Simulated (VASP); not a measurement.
An input for Ansatz (written as the equivalent of a VASP run, and not itself run):

Ansatz 0.2 input:
```yaml
crystal:
  lattice:
    - [2.2671593, -3.9268348, 0.0000000]
    - [2.2671593, 3.9268348, 0.0000000]
    - [0.0000000, 0.0000000, 5.9565983]
  atoms:
    - { symbol: Te, position: [1.0000000, 0.2663042, 0.6666670] }
    - { symbol: Te, position: [0.7336958, 0.7336958, 0.0000000] }
    - { symbol: Te, position: [0.2663042, 1.0000000, 0.3333330] }
kpoints:
  mp_grid: { grid: [6, 6, 4] }
hamiltonian:
  xc: pbe
  pseudopotentials: { kind: paw }
scf:
  occupations: { method: gaussian, width: 0.05 }
  max_iter: 100
relax:
  max_steps: 40
  f_tol: 0.01
  cell: { p_target: 2 }
output: { forces: true, stress: true, eigenvalues: true }
```

### Question
Write the VASP files for the same calculation (PBE).

### Answer
One answer among several that fit: 
**INCAR**
```
! general
SYSTEM =Te
PREC   =Accurate
ENCUT  =480
LREAL  =.FALSE.
LASPH  =.TRUE.

! electronic loop
EDIFF  =1E-7
NELM   =100
ALGO   =Normal
LMAXMIX=4

! smearing
ISMEAR =0
SIGMA  =0.05

! functional
GGA    =PE

! ions
IBRION =2
NSW    =40
ISIF   =3
EDIFFG =-0.01
PSTRESS=20

! output
LWAVE  =.FALSE.
LCHARG =.FALSE.
```

KPOINTS:
```
Automatic mesh
0
Gamma
6 6 4
0 0 0
```

File POSCAR:
```
Te
1.0
  2.2671593274  -3.9268348283   0.0000000000
  2.2671593274   3.9268348283   0.0000000000
  0.0000000000   0.0000000000   5.9565982765
Te
3
Cartesian
  2.8709133799  -2.8811022181   3.9710675032
  3.3268105497   0.0000000000   0.0000000000
  2.8709133799   2.8811022181   1.9855307733
```

POTCAR, in this order: Te (PBE.64 set). Program: vasp_std.

Limits of the translation: each code has its own PAW files, so the cut-off isn't converted (ENCUT is set for VASP's; basis.ecutwfc is left out, and Ansatz then takes the one that its files recommend); Ansatz stops its SCF on the density residual and VASP on the energy change (EDIFF).

The compound is Te in the trig structure. This run relaxes it under an external pressure of 2 GPa. Symmetry was kept, so distortions that lower it aren't found.
